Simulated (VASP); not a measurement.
# How strain moves the gap of CO2, part 2 of 4

Aim: follow the gap and pressure of CO2 through compression, expansion and shear. All runs use LDA. Left out of this account: 1 further run (self-consistent run: a reference on another mesh). The start is a computed cell from the Materials Project.

VASP 6.6.1; LDA; plane waves and PAW (C, O).

So far, least gap on mesh and path (eV): step 2 (bands, cell as listed) 7.38.

## 3. Bands, volume times 1.04

The cell is expanded evenly, with fractional positions held.

INCAR

```
SYSTEM = CO2
PREC = Accurate
ENCUT = 520
EDIFF = 1E-06
NELM = 100
ISMEAR = -1
SIGMA = 0.05
LREAL = .FALSE.
ALGO = Normal
GGA = CA
NBANDS = 32
LORBIT = 11
LWAVE = .FALSE.
LCHARG = .FALSE.
KPAR = 4
```

POSCAR

```
CO2
1.0
   -2.0007132300      2.0007132300      3.0537212064
    2.0007132300     -2.0007132300      3.0537212064
    2.0007132300      2.0007132300     -3.0537212064
C O
2 4
Direct
    0.7500000000      0.2500000000      0.5000000000
    0.0000000000      0.0000000000      0.0000000000
    0.7097980000      0.1250000000      0.0847980000
    0.0402020000      0.6250000000      0.9152020000
    0.3750000000      0.2902020000      0.4152020000
    0.8750000000      0.9597980000      0.5847980000
```

KPOINTS

```
Automatic mesh
0
Gamma
9 9 9
0 0 0
```

KPOINTS_OPT

```
Line mode
16
Line-mode
Reciprocal
  0.00000000   0.00000000   0.00000000 GAMMA
  0.00000000   0.00000000   0.50000000 X

  0.00000000   0.00000000   0.50000000 X
 -0.21462530   0.21462530   0.50000000 Y

 -0.21462530   0.21462530   0.50000000 Y
 -0.35731265   0.35731265   0.35731265 S

 -0.35731265   0.35731265   0.35731265 S
  0.00000000   0.00000000   0.00000000 GAMMA

  0.00000000   0.00000000   0.00000000 GAMMA
  0.50000000   0.50000000  -0.50000000 Z

  0.50000000   0.50000000  -0.50000000 Z
  0.35731265   0.64268735  -0.35731265 S1

  0.35731265   0.64268735  -0.35731265 S1
  0.00000000   0.50000000   0.00000000 N

  0.00000000   0.50000000   0.00000000 N
  0.25000000   0.25000000   0.25000000 P

  0.25000000   0.25000000   0.25000000 P
  0.50000000   0.50000000  -0.21462530 Y1

  0.50000000   0.50000000  -0.21462530 Y1
  0.50000000   0.50000000  -0.50000000 Z

  0.00000000   0.00000000   0.50000000 X
  0.25000000   0.25000000   0.25000000 P
```

Potentials, in the order of the species: C and O (LDA family, release 64).

Launch:

```sh
$ mpirun -np 4 vasp_std
```

The log of the run:

```text
[... set-up lines as in an earlier step ...]
 entering main loop
       N       E                     dE             d eps       ncg     rms          rms(c)
DAV:   1     0.128888206611E+03    0.12889E+03   -0.17583E+04  4800   0.987E+02
DAV:   2    -0.455003303039E+02   -0.17439E+03   -0.16674E+03  5920   0.251E+02
DAV:   3    -0.519266673070E+02   -0.64263E+01   -0.63849E+01  5840   0.440E+01
DAV:   4    -0.519614171243E+02   -0.34750E-01   -0.34747E-01  5136   0.368E+00
DAV:   5    -0.519616394364E+02   -0.22231E-03   -0.22231E-03  5880   0.267E-01    0.125E+01
DAV:   6    -0.489784918961E+02    0.29831E+01   -0.36708E+00  5024   0.157E+01    0.495E+00
DAV:   7    -0.488961917176E+02    0.82300E-01   -0.62458E-01  5488   0.443E+00    0.282E+00
DAV:   8    -0.488428688648E+02    0.53323E-01   -0.67785E-02  5104   0.201E+00    0.511E-01
DAV:   9    -0.488389867010E+02    0.38822E-02   -0.12095E-02  5672   0.828E-01    0.199E-01
DAV:  10    -0.488387444987E+02    0.24220E-03   -0.16595E-03  5144   0.244E-01    0.627E-02
DAV:  11    -0.488387071474E+02    0.37351E-04   -0.13418E-04  5592   0.754E-02    0.197E-02
DAV:  12    -0.488387075623E+02   -0.41489E-06   -0.12663E-05  5528   0.202E-02    0.413E-03
DAV:  13    -0.488387073698E+02    0.19249E-06   -0.75496E-07  2976   0.565E-03
   1 F= -.48838707E+02 E0= -.48838707E+02  d E =-.219046E-10
 Start KPOINTS_OPT (optional k-point list driver)
k-point batch [1-75\176]
       N       E                     dE             ncg
DAV:   1    -0.314767601419E+04   -0.62470E+05     4800
DAV:   2    -0.159622814720E+05   -0.12815E+05     6040
DAV:   3    -0.164479865347E+05   -0.48571E+03     5784
DAV:   4    -0.164506815767E+05   -0.26950E+01     5192
DAV:   5    -0.164506992272E+05   -0.17650E-01     5936
DAV:   6    -0.164506994030E+05   -0.17588E-03     5464
DAV:   7    -0.164506994052E+05   -0.21084E-05     4976
DAV:   8    -0.164506994053E+05   -0.15002E-06     3600
[...]
k-point batch [151-176\176]
       N       E                     dE             ncg
DAV:   1     0.530548728139E+05   -0.30608E+05     1664
DAV:   2     0.485346363580E+05   -0.45202E+04     2088
DAV:   3     0.483663354889E+05   -0.16830E+03     2040
DAV:   4     0.483653962000E+05   -0.93929E+00     1832
DAV:   5     0.483653902792E+05   -0.59208E-02     2016
DAV:   6     0.483653902228E+05   -0.56393E-04     1936
DAV:   7     0.483653902222E+05   -0.61131E-06     1648
```

Elapsed: 25 s, on 4 MPI ranks of Intel Xeon 6975P-C (Granite Rapids), shared host; peak memory 1 GiB.

OUTCAR, selected parts (step 3):

```text
  LATTYP: Found a body centered tetragonal cell.
 ALAT       =     4.0014264600
 C/A-ratio  =     1.5263162959

 Found     75 irreducible k-points:

   ENCUT  =  520.0 eV  38.22 Ry    6.18 a.u.   7.74  7.74  7.74*2*pi/ulx,y,z

   NELECT =      32.0000    total number of electrons

 E-fermi :   2.6467

 k-point     1 :       0.0000    0.0000    0.0000
  band No.  band energies     occupation
    ...
     12       0.3923      2.00000
     13       0.3923      2.00000
     14       0.6624      2.00000
     15       0.6624      2.00000
     16       1.0453      2.00000
     17       8.7615      0.00000
     18       9.9030      0.00000
     19      10.1597      0.00000
     20      10.1597      0.00000
     21      13.1598      0.00000
    ...

 k-point     2 :       0.1111    0.0000    0.0000
  band No.  band energies     occupation
    ...
     12       0.2108      2.00000
     13       0.3669      2.00000
     14       0.5811      2.00000
     15       0.7098      2.00000
     16       0.9559      2.00000
     17       8.8769      0.00000
     18      10.0299      0.00000
     19      10.1704      0.00000
     20      10.2912      0.00000
     21      12.9820      0.00000
    ...

  Total       -6.2345539     -6.2345539     -6.3333200      0.0000000      0.0000000      0.0000000
  in kB     -204.2946054   -204.2946054   -207.5309875      0.0000000      0.0000000      0.0000000
  external PRESSURE =    -205.3733995 kB  Pullay stress =       0.0000000 kB

  energy-cutoff  :      520.00
  volume of cell :       48.89
      direct lattice vectors                 reciprocal lattice vectors
    -2.000713230  2.000713230  3.053721206     0.000000000  0.249910878  0.163734659
     2.000713230 -2.000713230  3.053721206     0.249910878  0.000000000  0.163734659
     2.000713230  2.000713230 -3.053721206     0.249910878  0.249910878  0.000000000

 POSITION                                       TOTAL-FORCE (eV/Angst)
 -----------------------------------------------------------------------------------
      0.00000      2.00071      1.52686        -0.000000     -0.000000      0.000000
      0.00000      0.00000      0.00000         0.000000     -0.000000     -0.000000
     -1.00036      1.33967      2.29029        -0.000000      0.919049     -0.000000
      3.00107      0.66104     -0.76343         0.000000     -0.919049      0.000000
      0.66104      1.00036      0.76343        -0.919049     -0.000000      0.000000
      1.33967      1.00036      3.81715         0.919049     -0.000000     -0.000000
 -----------------------------------------------------------------------------------
    total drift:                                0.000003      0.000003      0.000004

  FREE ENERGIE OF THE ION-ELECTRON SYSTEM (eV)
  ---------------------------------------------------
  free  energy   TOTEN  =       -48.8387073698 eV

  energy  without entropy=      -48.8387073698  energy(sigma->0) =      -48.83870737

 total charge
# of ion       s       p       d       tot
------------------------------------------
    1        0.773   1.518   0.000   2.291
    2        0.773   1.518   0.000   2.291
    3        1.553   3.564   0.000   5.117
    4        1.553   3.564   0.000   5.117
    5        1.553   3.564   0.000   5.117
    6        1.553   3.564   0.000   5.117
--------------------------------------------------
tot          7.758  17.291   0.000  25.049

[... 4 parts as in an earlier step ...]

[... 7 further parts left out ...]
```

This step gave:

* free energy (TOTEN): -48.84 eV
* Fermi energy: 2.647 eV
* pressure: -20.54 GPa
* least gap on mesh and path: 7.226 eV
* least direct gap on mesh and path: 7.624 eV
* valence top at k: 0.5, 0.5, -0.5
* least direct gap at k: -0.1111, 0.3333, 0.1111

Electronic bands along the path, in eV, zero at the valence-band top; v1 is the highest filled band, c1 the lowest empty one:

```csv
point,v4,v3,v2,v1,c1,c2,c3,c4
Γ,-1.14,-0.87,-0.87,-0.49,7.23,8.37,8.62,8.62
0.47 of the way,-1.16,-1.12,-0.76,-0.61,7.51,8.51,9.16,9.29
X,-0.61,-0.61,-0.50,-0.50,8.25,8.25,9.31,9.31
0.47 of the way,-0.67,-0.67,-0.46,-0.46,8.22,8.22,9.33,9.33
Y,-1.02,-1.02,-0.29,-0.29,8.12,8.12,9.51,9.51
0.53 of the way,-1.71,-1.11,-0.28,-0.14,7.75,8.36,9.53,9.94
S,-2.12,-1.15,-0.31,-0.09,7.60,8.46,9.55,10.15
0.47 of the way,-1.66,-0.93,-0.68,-0.46,7.32,8.77,9.12,9.55
Γ,-1.14,-0.87,-0.87,-0.49,7.23,8.37,8.62,8.62
0.53 of the way,-2.00,-1.81,-0.41,-0.41,8.52,8.52,8.55,9.41
Z,-2.77,-2.77,0.00,0.00,8.30,8.30,9.95,9.95
0.53 of the way,-2.38,-1.93,-0.09,-0.01,8.01,8.34,9.80,10.03
S1,-2.12,-1.15,-0.31,-0.09,7.60,8.46,9.55,10.15
0.47 of the way,-2.04,-0.82,-0.37,-0.25,7.54,8.60,9.23,9.95
N,-1.65,-1.31,-0.40,-0.02,7.66,8.77,9.05,9.64
0.47 of the way,-1.25,-1.14,-0.50,-0.20,7.88,8.50,8.90,9.47
P,-0.78,-0.78,-0.55,-0.55,8.26,8.26,8.88,8.88
0.47 of the way,-0.86,-0.67,-0.51,-0.45,8.15,8.33,8.94,9.27
Y1,-1.02,-1.02,-0.29,-0.29,8.12,8.12,9.51,9.51
0.47 of the way,-1.79,-1.79,-0.09,-0.09,8.13,8.13,9.83,9.83
Z,-2.77,-2.77,0.00,0.00,8.30,8.30,9.95,9.95
jump to X,-0.61,-0.61,-0.50,-0.50,8.25,8.25,9.31,9.31
0.47 of the way,-0.68,-0.68,-0.52,-0.52,8.25,8.25,9.10,9.10
P,-0.78,-0.78,-0.55,-0.55,8.26,8.26,8.88,8.88
```

Of the projections kept (C, O), the largest for each band there; the rest of the weight can lie on other orbitals:

```csv
point,v4,v3,v2,v1,c1,c2,c3,c4
Γ,O 0.90,O 0.98,O 0.98,O 0.99,C 0.65,O 0.63,C 0.70,C 0.70
X,O 0.98,O 0.98,O 0.95,O 0.95,C 0.58,C 0.58,C 0.60,C 0.60
Y,O 0.94,O 0.94,O 0.99,O 0.99,C 0.60,C 0.60,C 0.57,C 0.57
S,O 0.86,O 0.95,O 1.00,O 1.00,C 0.66,C 0.55,C 0.54,C 0.56
Γ,O 0.90,O 0.98,O 0.98,O 0.99,C 0.65,O 0.63,C 0.70,C 0.70
Z,O 0.89,O 0.89,O 1.00,O 1.00,C 0.59,C 0.59,O 0.51,O 0.51
```

Force by atom:

```csv
atom,x (eV/Å),y (eV/Å),z (eV/Å),size
C1,0.000,0.000,0.000,0.000
C2,0.000,0.000,0.000,0.000
O3,0.000,0.919,0.000,0.919
O4,0.000,-0.919,0.000,0.919
O5,-0.919,0.000,0.000,0.919
O6,0.919,0.000,0.000,0.919
```

The gap is 7.23 eV, indirect, from Z to Γ. That is -0.16 eV from the cell as listed. The pressure is -20.54 GPa.

## 4. Bands, volume times 1.08

The cell is expanded evenly, with fractional positions held.

INCAR is that of step 3.

POSCAR, as its differences from that of step 3:

```diff
@@ -2,5 +2,5 @@
 1.0
-   -2.0007132300      2.0007132300      3.0537212064
-    2.0007132300     -2.0007132300      3.0537212064
-    2.0007132300      2.0007132300     -3.0537212064
+   -2.0260414028      2.0260414028      3.0923800091
+    2.0260414028     -2.0260414028      3.0923800091
+    2.0260414028      2.0260414028     -3.0923800091
 C O
```

KPOINTS is that of step 3.

KPOINTS_OPT is that of step 3.

Launch:

```sh
$ mpirun -np 4 vasp_std
```

The log of the run:

```text
[... set-up lines as in an earlier step ...]
 entering main loop
       N       E                     dE             d eps       ncg     rms          rms(c)
DAV:   1     0.126680110330E+03    0.12668E+03   -0.17256E+04  4800   0.980E+02
DAV:   2    -0.451450725638E+02   -0.17183E+03   -0.16425E+03  6000   0.246E+02
DAV:   3    -0.516189493637E+02   -0.64739E+01   -0.64304E+01  5888   0.438E+01
DAV:   4    -0.516545722320E+02   -0.35623E-01   -0.35620E-01  5112   0.372E+00
DAV:   5    -0.516548057632E+02   -0.23353E-03   -0.23353E-03  5896   0.273E-01    0.124E+01
DAV:   6    -0.487016674418E+02    0.29531E+01   -0.36169E+00  5096   0.158E+01    0.494E+00
DAV:   7    -0.486194500382E+02    0.82217E-01   -0.63107E-01  5312   0.444E+00    0.283E+00
DAV:   8    -0.485640984642E+02    0.55352E-01   -0.73262E-02  5248   0.208E+00    0.509E-01
DAV:   9    -0.485603961981E+02    0.37023E-02   -0.13166E-02  5680   0.832E-01    0.193E-01
DAV:  10    -0.485601643358E+02    0.23186E-03   -0.16546E-03  5056   0.246E-01    0.666E-02
DAV:  11    -0.485601243037E+02    0.40032E-04   -0.15768E-04  5624   0.802E-02    0.199E-02
DAV:  12    -0.485601246417E+02   -0.33802E-06   -0.12953E-05  5512   0.204E-02    0.386E-03
DAV:  13    -0.485601244963E+02    0.14536E-06   -0.65112E-07  2960   0.538E-03
   1 F= -.48560124E+02 E0= -.48560124E+02  d E =-.264820E-10
 Start KPOINTS_OPT (optional k-point list driver)
k-point batch [1-75\176]
       N       E                     dE             ncg
DAV:   1    -0.366798648362E+04   -0.61830E+05     4800
DAV:   2    -0.164827102196E+05   -0.12815E+05     5944
DAV:   3    -0.169750782716E+05   -0.49237E+03     5792
DAV:   4    -0.169778731770E+05   -0.27949E+01     5176
DAV:   5    -0.169778920048E+05   -0.18828E-01     6008
DAV:   6    -0.169778921959E+05   -0.19115E-03     5416
DAV:   7    -0.169778921983E+05   -0.23579E-05     5168
DAV:   8    -0.169778921984E+05   -0.13850E-06     3568
[...]
k-point batch [151-176\176]
       N       E                     dE             ncg
DAV:   1     0.523293216074E+05   -0.30916E+05     1664
DAV:   2     0.478041947513E+05   -0.45251E+04     2096
DAV:   3     0.476260601364E+05   -0.17813E+03     2000
DAV:   4     0.476250491617E+05   -0.10110E+01     1816
DAV:   5     0.476250425641E+05   -0.65976E-02     2064
DAV:   6     0.476250424998E+05   -0.64263E-04     1888
DAV:   7     0.476250424991E+05   -0.71524E-06     1632
```

Wall time 21 s (4 MPI ranks); peak memory 1.1 GiB; 80 s of CPU time.

From OUTCAR (step 4):

```text
  LATTYP: Found a body centered tetragonal cell.
 ALAT       =     4.0520828056
 C/A-ratio  =     1.5263162958

 Found     75 irreducible k-points:

   ENCUT  =  520.0 eV  38.22 Ry    6.18 a.u.   7.84  7.84  7.84*2*pi/ulx,y,z

   NELECT =      32.0000    total number of electrons

 E-fermi :   2.2668

 k-point     1 :       0.0000    0.0000    0.0000
  band No.  band energies     occupation
    ...
     12       0.0494      2.00000
     13       0.0494      2.00000
     14       0.3200      2.00000
     15       0.3200      2.00000
     16       0.6818      2.00000
     17       8.2240      0.00000
     18       8.9005      0.00000
     19       9.4369      0.00000
     20       9.4369      0.00000
     21      12.4152      0.00000
    ...

 k-point     2 :       0.1111   -0.0000    0.0000
  band No.  band energies     occupation
    ...
     12      -0.1358      2.00000
     13       0.0053      2.00000
     14       0.2610      2.00000
     15       0.3741      2.00000
     16       0.5961      2.00000
     17       8.3165      0.00000
     18       9.0559      0.00000
     19       9.4582      0.00000
     20       9.5284      0.00000
     21      12.2697      0.00000
    ...

  Total       -8.7418256     -8.7418256     -8.6690636      0.0000000     -0.0000000      0.0000000
  in kB     -275.8438089   -275.8438089   -273.5478398      0.0000000     -0.0000000      0.0000000
  external PRESSURE =    -275.0784859 kB  Pullay stress =       0.0000000 kB

  energy-cutoff  :      520.00
  volume of cell :       50.77
      direct lattice vectors                 reciprocal lattice vectors
    -2.026041403  2.026041403  3.092380009     0.000000000  0.246786665  0.161687761
     2.026041403 -2.026041403  3.092380009     0.246786665  0.000000000  0.161687761
     2.026041403  2.026041403 -3.092380009     0.246786665  0.246786665  0.000000000

 POSITION                                       TOTAL-FORCE (eV/Angst)
 -----------------------------------------------------------------------------------
      0.00000      2.02604      1.54619        -0.000000      0.000000      0.000000
      0.00000      0.00000      0.00000        -0.000000      0.000000     -0.000000
     -1.01302      1.35663      2.31929        -0.000000      1.344161      0.000000
      3.03906      0.66941     -0.77310        -0.000000     -1.344161     -0.000000
      0.66941      1.01302      0.77310        -1.344161      0.000000     -0.000000
      1.35663      1.01302      3.86548         1.344161      0.000000      0.000000
 -----------------------------------------------------------------------------------
    total drift:                                0.000002      0.000002      0.000003

  FREE ENERGIE OF THE ION-ELECTRON SYSTEM (eV)
  ---------------------------------------------------
  free  energy   TOTEN  =       -48.5601244963 eV

  energy  without entropy=      -48.5601244963  energy(sigma->0) =      -48.56012450

 total charge
# of ion       s       p       d       tot
------------------------------------------
    1        0.769   1.480   0.000   2.249
    2        0.769   1.480   0.000   2.249
    3        1.554   3.530   0.000   5.084
    4        1.554   3.530   0.000   5.084
    5        1.554   3.530   0.000   5.084
    6        1.554   3.530   0.000   5.084
--------------------------------------------------
tot          7.752  17.080   0.000  24.832

[... 4 parts as in an earlier step ...]

[... 7 further parts left out ...]
```

Numbers from this step:

* free energy (TOTEN): -48.56 eV
* Fermi energy: 2.267 eV
* pressure: -27.51 GPa
* least gap on mesh and path: 7.010 eV
* least direct gap on mesh and path: 7.342 eV
* conduction bottom at k: -0.2382, 0.2382, 0.2382
* least direct gap at k: -0.3097, 0.3097, 0.3097

Electronic bands along the path, in eV, zero at the valence-band top; v1 is the highest filled band, c1 the lowest empty one:

```csv
point,v4,v3,v2,v1,c1,c2,c3,c4
Γ,-1.12,-0.85,-0.85,-0.49,7.05,7.73,8.27,8.27
0.47 of the way,-1.12,-1.09,-0.74,-0.58,7.25,8.01,8.67,8.92
X,-0.59,-0.59,-0.50,-0.50,7.81,7.81,8.94,8.94
0.47 of the way,-0.67,-0.67,-0.45,-0.45,7.79,7.79,8.96,8.96
Y,-1.02,-1.02,-0.27,-0.27,7.74,7.74,9.09,9.09
0.47 of the way,-1.60,-1.09,-0.26,-0.14,7.48,7.94,9.06,9.46
S,-2.11,-1.13,-0.29,-0.09,7.32,8.07,9.05,9.70
0.47 of the way,-1.61,-0.89,-0.65,-0.46,7.05,8.22,8.70,9.17
Γ,-1.12,-0.85,-0.85,-0.49,7.05,7.73,8.27,8.27
0.47 of the way,-1.81,-1.53,-0.48,-0.48,8.03,8.21,8.21,8.59
Z,-2.71,-2.71,0.00,0.00,8.00,8.00,9.41,9.41
0.47 of the way,-2.40,-2.00,-0.07,0.00,7.78,8.01,9.30,9.51
S1,-2.11,-1.13,-0.29,-0.09,7.32,8.07,9.05,9.70
0.53 of the way,-1.98,-0.83,-0.35,-0.23,7.26,8.14,8.80,9.47
N,-1.58,-1.23,-0.38,-0.04,7.35,8.21,8.72,9.24
0.47 of the way,-1.21,-1.08,-0.48,-0.21,7.53,8.00,8.56,9.08
P,-0.75,-0.75,-0.53,-0.53,7.80,7.80,8.58,8.58
0.47 of the way,-0.84,-0.66,-0.49,-0.44,7.73,7.88,8.63,8.89
Y1,-1.02,-1.02,-0.27,-0.27,7.74,7.74,9.09,9.09
0.47 of the way,-1.76,-1.76,-0.09,-0.09,7.80,7.80,9.34,9.34
Z,-2.71,-2.71,0.00,0.00,8.00,8.00,9.41,9.41
jump to X,-0.59,-0.59,-0.50,-0.50,7.81,7.81,8.94,8.94
0.47 of the way,-0.66,-0.66,-0.52,-0.52,7.80,7.80,8.76,8.76
P,-0.75,-0.75,-0.53,-0.53,7.80,7.80,8.58,8.58
```

Of the projections kept (C, O), the largest for each band there; the rest of the weight can lie on other orbitals:

```csv
point,v4,v3,v2,v1,c1,c2,c3,c4
Γ,O 0.90,O 0.99,O 0.99,O 0.99,C 0.65,O 0.63,C 0.70,C 0.70
X,O 0.98,O 0.98,O 0.96,O 0.96,C 0.57,C 0.57,C 0.61,C 0.61
Y,O 0.94,O 0.94,O 0.99,O 0.99,C 0.59,C 0.59,C 0.57,C 0.57
S,O 0.86,O 0.95,O 1.00,O 1.00,C 0.66,C 0.54,C 0.53,C 0.57
Γ,O 0.90,O 0.99,O 0.99,O 0.99,C 0.65,O 0.63,C 0.70,C 0.70
Z,O 0.88,O 0.88,O 1.00,O 1.00,C 0.59,C 0.59,O 0.51,O 0.51
```

Force by atom:

```csv
atom,x (eV/Å),y (eV/Å),z (eV/Å),size
C1,0.00,0.00,0.00,0.00
C2,0.00,0.00,0.00,0.00
O3,0.00,1.34,0.00,1.34
O4,0.00,-1.34,0.00,1.34
O5,-1.34,0.00,0.00,1.34
O6,1.34,0.00,0.00,1.34
```

The gap is 7.01 eV, indirect, from Z to a point between the labelled ones. That is -0.37 eV from the cell as listed. The pressure is -27.51 GPa.

(Part 2 of 4 ends here.)

[Lines on the potential files, build, host, timing and source positions are cut from VASP's logs without a mark.]

[Logs are printed without paths, hosts, clocks, repeated set-up lines and the standing remarks that a program may print on its own settings, such as how far it seeks lower states.]

[Hosts, paths, dates, database ids (printed as entryN), source tags and the programs' standing remarks are cut or masked in the printed files.]

[A measured line is paired with the nearest computed mode of its activity, which favours agreement.]
